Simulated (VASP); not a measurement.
An input for Ansatz (written as the equivalent of a VASP run, and not itself run):

Ansatz 0.2 input:
```yaml
crystal:
  lattice:
    - [-1.4168655, 1.4168655, 1.4168655]
    - [1.4168655, -1.4168655, 1.4168655]
    - [1.4168655, 1.4168655, -1.4168655]
  atoms:
    - { symbol: Fe, position: [0.0000000, 0.0000000, 0.0000000], spin: 2.2 }
kpoints:
  mp_grid: { grid: [16, 16, 16] }
hamiltonian:
  xc: pbe
  pseudopotentials: { kind: paw }
magnetization: { spin_polarized: true }
scf:
  occupations: { method: methfessel_paxton, width: 0.1 }
  max_iter: 100
relax:
  max_steps: 60
  f_tol: 0.01
  cell: {}
output: { forces: true, stress: true, eigenvalues: true }
```

Question: Translate this input to VASP (INCAR, KPOINTS, POSCAR, choice of POTCAR).

Answer: This is not unique; one that fits is 
### INCAR
```
SYSTEM = Fe
PREC = Accurate; ENCUT = 480; LREAL = .False.
LASPH = .True.
EDIFF = 1E-6; NELM = 100; ALGO = Normal
LMAXMIX = 4
ISMEAR = 1; SIGMA = 0.1
GGA = PE
ISPIN = 2; MAGMOM = 2.2
IBRION = 2; NSW = 60; ISIF = 3
EDIFFG = -0.01
LWAVE = .False.; LCHARG = .False.; LORBIT = 10
```

File POSCAR:
```
Fe
1.0
 -1.4168655210   1.4168655210   1.4168655210
  1.4168655210  -1.4168655210   1.4168655210
  1.4168655210   1.4168655210  -1.4168655210
Fe
1
direct
  0.0000000000   0.0000000000   0.0000000000
```

KPOINTS:
```
kpoints
0
G
 16 16 16
```

POTCAR, in this order: Fe (PBE.64 set). Program: vasp_std.

The two are equivalent in intent, not identical: each code has its own PAW files, so the cut-off isn't converted (ENCUT is set for VASP's; basis.ecutwfc is left out, and Ansatz then takes the one that its files recommend); Ansatz stops its SCF on the density residual and VASP on the energy change (EDIFF).

The compound is Fe in the bcc structure. It was relaxed first. The start is the result of an earlier pass.
